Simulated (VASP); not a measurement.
Here is the system:

```xyz
2
Lattice="0.0000 2.3319 2.3100 2.3431 0.0000 2.3100 2.3431 2.3319 0.0000" Properties=species:S:1:pos:R:3 pbc="T T T"
Zr     0.0000     0.0000     0.0000
C      2.4424     2.3319     2.3100
```

Calculation: PBE GGA, VASP's PBE PAW potentials (set 64) (plane waves; VASP). Numerical set-up: 520 eV cut-off, 4×4×4 Γ-centred mesh, first-order Methfessel-Paxton smearing of 0.10 eV, potentials Zr_sv C.

**Question.** Which forces act on the atoms, in eV/Å?

**Answer.** 
| atom | Fx | Fy | Fz |
|---|---|---|---|
| Zr1 | 0.752 | 0.000 | 0.000 |
| C2 | -0.752 | 0.000 | 0.000 |

**Question.** Give the stress tensor in GPa (positive for a compressed cell).

**Answer.** 
```
8.57  0.00  0.00
0.00  7.53  0.00
0.00  0.00  9.90
```
The pressure is its mean diagonal, 8.67 GPa.

The compound is ZrC in the rock salt structure. The cell was not relaxed at this level, atoms are displaced from their ideal sites. The k-mesh is coarse (spacing up to 0.58 per Å, 2π included), so the numbers may not be converged in it. The run is one of a series of settings (KPOINTS 4×4×4 Γ-centred mesh against the base run), some of them coarse on purpose.
